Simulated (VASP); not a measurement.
An input for Ansatz (written as the equivalent of a VASP run, and not itself run):

Ansatz 0.2 input:
```yaml
crystal:
  lattice:
    - [4.4072650, 0.0000000, 0.0000000]
    - [-2.2036320, 3.8168030, 0.0000000]
    - [0.0000000, 0.0000000, 6.1426480]
  atoms:
    - { symbol: Zr, position: [0.0000000, 0.0000000, 0.0000000] }
    - { symbol: Zr, position: [0.0000000, 0.0000000, 0.5000000] }
    - { symbol: Ge, position: [0.3333330, 0.6666670, 0.2500000] }
    - { symbol: Ge, position: [0.6666670, 0.3333330, 0.7500000] }
kpoints:
  mp_grid: { grid: [5, 5, 3] }
hamiltonian:
  xc: pbe
  pseudopotentials: { kind: paw }
scf:
  occupations: { method: fermi_dirac, width: 0.1 }
  max_iter: 100
output: { forces: true, stress: true, eigenvalues: true }
```

Question: Translate this input to VASP (INCAR, KPOINTS, POSCAR, choice of POTCAR).

Answer: This is not unique; one that fits is 
POSCAR:
```
ZrGe
4.4072650
  1.0000000000   0.0000000000   0.0000000000
 -0.4999998866   0.8660253014   0.0000000000
  0.0000000000   0.0000000000   1.3937550839
Zr Ge
2 2
Cartesian
  0.0000000000   0.0000000000   0.0000000000
  0.0000000000   0.0000000000   0.6968775420
 -0.0000004244   0.5773504896   0.3484387710
  0.5000005378   0.2886748118   1.0453163130
```

KPOINTS:
```
Automatic mesh
0
Gamma
5 5 3
0 0 0
```

INCAR:
```
! general
SYSTEM   =  ZrGe
PREC     =  Accurate
ENCUT    =  300   ! plane-wave cut-off (eV)
LREAL    =  .FALSE.   ! projection in real space or not
LASPH    =  .TRUE.   ! aspherical one-centre terms

! electronic loop
EDIFF    =  1E-6   ! SCF stop (eV)
NELM     =  100   ! most electronic steps
ALGO     =  Normal   ! blocked Davidson
LMAXMIX  =  4   ! l cut-off of mixed one-centre charges

! smearing
ISMEAR   =  -1
SIGMA    =  0.1

! functional
GGA      =  PE

! ions
ISIF     =  2   ! forces and stress, cell fixed

! output
LWAVE    =  .FALSE.
LCHARG   =  .FALSE.
```

POTCAR, in this order: Zr_sv Ge_d (PBE.64 set). Program: vasp_std.

The two are equivalent in intent, not identical: each code has its own PAW files, so the cut-off isn't converted (ENCUT is set for VASP's; basis.ecutwfc is left out, and Ansatz then takes the one that its files recommend); Ansatz stops its SCF on the density residual and VASP on the energy change (EDIFF).

The structure was generated: ZrGe was put into an ordered model structure, which need not be its known phase. The cell was not relaxed at this level, and its volume differs by -5.9 % from the start's. The k-mesh is coarse (spacing up to 0.34 per Å, 2π included), so the numbers may not be converged in it.
